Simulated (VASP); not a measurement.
An input for Quantum ESPRESSO's pw.x (written as the equivalent of a VASP run, and not itself run):

```
&CONTROL
  calculation = 'vc-relax'
  pseudo_dir = './pseudo'
  outdir = './out'
  tprnfor = .true.
  tstress = .true.
  nstep = 60
  forc_conv_thr = 0.00039
/
&SYSTEM
  ibrav = 0
  nat = 1
  ntyp = 1
  ecutwfc = 70
  occupations = 'smearing'
  smearing = 'methfessel-paxton'
  degauss = 0.00735
  input_dft = 'pbesol'
/
&ELECTRONS
  conv_thr = 7.3e-08
  electron_maxstep = 100
/
&IONS
/
&CELL
/
ATOMIC_SPECIES
  In 114.818 In.upf
CELL_PARAMETERS angstrom
     3.0844170    0.0000000    0.0000000
     0.0000000    3.0844170    0.0000000
     0.0000000    0.0000000    3.0844170
ATOMIC_POSITIONS crystal
  In   0.0000000  0.0000000  0.0000000
K_POINTS automatic
  11 11 11 0 0 0
```

Problem. Translate this input to VASP (INCAR, KPOINTS, POSCAR, choice of POTCAR).

Solution. Several could match; the one computed here: 
INCAR:
```
! general
SYSTEM =In
PREC   =Accurate
ENCUT  =400
LREAL  =.False.
LASPH  =.True.

! electronic loop
EDIFF  =1E-6
NELM   =100
ALGO   =Normal
LMAXMIX=4

! smearing
ISMEAR =1
SIGMA  =0.1

! functional
GGA    =PS

! ions
IBRION =2
NSW    =60
ISIF   =3
EDIFFG =-0.01

! output
LWAVE  =.False.
LCHARG =.False.
```

File KPOINTS:
```
Regular mesh
0
G
11 11 11
```

**POSCAR**
```
In
1
    3.0844170000     0.0000000000     0.0000000000
    0.0000000000     3.0844170000     0.0000000000
    0.0000000000     0.0000000000     3.0844170000
In
1
Direct
  0.0000000000   0.0000000000   0.0000000000
```

POTCAR, in this order: In_d (PBE.64 set). Program: vasp_std.

What does not carry over: the potentials are each code's own (VASP's PAW set, PseudoDojo norm-conserving files in pw.x), so ENCUT and ecutwfc are chosen apart and not converted; conv_thr bounds pw.x's estimated SCF error, while EDIFF bounds the energy change between steps; forc_conv_thr acts on force components and is met together with etot_conv_thr.

The structure was generated: In was put into the simple-cubic type (Pm-3m), which need not be its known phase. This run relaxes it. Symmetry was kept, so distortions that lower it aren't found.
